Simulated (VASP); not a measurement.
VASP runs on WS$_{2}$ (space group P6_3/mmc) share one base input (LDA (Ceperley-Alder, Perdew-Zunger), plane waves, VASP's LDA PAW potentials (set 64)) and change the settings named in each case.

**KPOINTS**
```
K-points
0
gamma
 6 6 2
```

INCAR:
```
ALGO=Normal
EDIFF=1E-6
ENCUT=300
ISIF=2
ISMEAR=-1
LASPH=.True.
LCHARG=.False.
LMAXMIX=6
LREAL=.False.
LWAVE=.False.
NELM=100
PREC=Accurate
SIGMA=0.05
SYSTEM=WS2
```

### POSCAR
```
WS2
1
    1.5750000000    -2.7279800000     0.0000000000
    1.5750000000     2.7279800000     0.0000000000
    0.0000000000     0.0000000000    12.3200000000
W S
2 4
Direct
  0.3333330000   0.6666670000   0.2500000000
  0.6666670000   0.3333330000   0.7500000000
  0.3333330000   0.6666670000   0.8780000000
  0.6666670000   0.3333330000   0.3780000000
  0.6666670000   0.3333330000   0.1220000000
  0.3333330000   0.6666670000   0.6220000000
```

POTCAR, in this order: W_sv S (LDA.64 set). Program: vasp_std.

```
change                                                                                                                                                              E(σ→0) (eV/atom)  pressure (GPa)  largest force (eV/Å)
------------------------------------------------------------------------------------------------------------------------------------------------------------------  ----------------  --------------  --------------------
base run                                                                                                                                                                     -8.7458           -4.35                 0.393
GGA = PS, POTCAR W_sv S (PBE.64 set)                                                                                                                                         -8.4195               ?                     ?
GGA_COMPAT = .FALSE., LNONCOLLINEAR = .TRUE., LSORBIT = .TRUE., MAGMOM = 0.0 0.0 0.0 0.0 0.0 0.0 0.0 0.0 0.0 0.0 0.0 0.0 0.0 0.0 0.0 0.0 0.0 0.0, program vasp_ncl           -9.0021               ?                     ?
KPOINTS 3×3×1 Γ-centred mesh                                                                                                                                                 -8.7219           -3.97                 0.678
LDAU = .TRUE., LDAUJ = 0 0, LDAUL = 2 -1, LDAUTYPE = 2, LDAUU = 5.0 0                                                                                                        -6.8737           -0.04                 0.075
```

### Question
Complete the blanks.

### Answer

- GGA_COMPAT = .FALSE., LNONCOLLINEAR = .TRUE., LSORBIT = .TRUE., MAGMOM = 0.0 0.0 0.0 0.0 0.0 0.0 0.0 0.0 0.0 0.0 0.0 0.0 0.0 0.0 0.0 0.0 0.0 0.0, program vasp_ncl, pressure (GPa): -4.09
- GGA_COMPAT = .FALSE., LNONCOLLINEAR = .TRUE., LSORBIT = .TRUE., MAGMOM = 0.0 0.0 0.0 0.0 0.0 0.0 0.0 0.0 0.0 0.0 0.0 0.0 0.0 0.0 0.0 0.0 0.0 0.0, program vasp_ncl, largest force (eV/Å): 0.365
- GGA = PS, POTCAR W_sv S (PBE.64 set), pressure (GPa): -1.59
- GGA = PS, POTCAR W_sv S (PBE.64 set), largest force (eV/Å): 0.220

Energies of different potentials or functionals have different zeros.  Unless said otherwise, spin-orbit coupling is left out, though it shifts the bands of the heavy elements here. At 300 eV the pressure can carry a Pulay error.

Left out are runs that ran out of time, are held back, or changed the cell or the kind of run, fixed moments of cells without a moment, rows past the twelfth, gaps on odd meshes, pressures of charged cells and columns that move by less than the noise.

The structure is a typed WS2 crystal. The cell was not relaxed at this level, forces remain on its atoms.
